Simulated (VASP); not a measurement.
NiO (rock salt, AFM-II order) relaxed at rising pressure, in one space group throughout; other phases were not tried. The pressures are those reached. These are PBEsol GGA, VASP's PBE PAW potentials (set 64) (plane waves; VASP) values and carry that method's errors.

```json
[
 {"P (GPa)": "-0.26", "V (Å³/atom)": "8.741", "k-mesh": "9×9×9"},
 {"P (GPa)": "10.00", "V (Å³/atom)": "8.384", "k-mesh": "9×9×9"},
 {"P (GPa)": "19.87", "V (Å³/atom)": "8.104", "k-mesh": "9×9×9"},
 {"P (GPa)": "29.87", "V (Å³/atom)": "7.865", "k-mesh": "9×9×9"}
]
```

### Question
Fit an equation of state and predict the volume at 44.66 GPa.

### Answer
Least squares on the third-order Birch-Murnaghan form, P = (3B0/2)(y⁷ − y⁵)[1 + (3/4)(B′ − 4)(y² − 1)] with y = (V0/V)^(1/3), gives V0 = 8.731 Å³/atom, B0 = 224 GPa and B′ = 4.6, and so 7.569 Å³/atom. The run gave 7.569 Å³/atom, +0.0 % from the fit.

Pressures at which the relaxation failed are left out.

The compound is NiO in the rock salt, AFM-II order structure. The spin order is the one that the start imposed; others were not tried in this run.
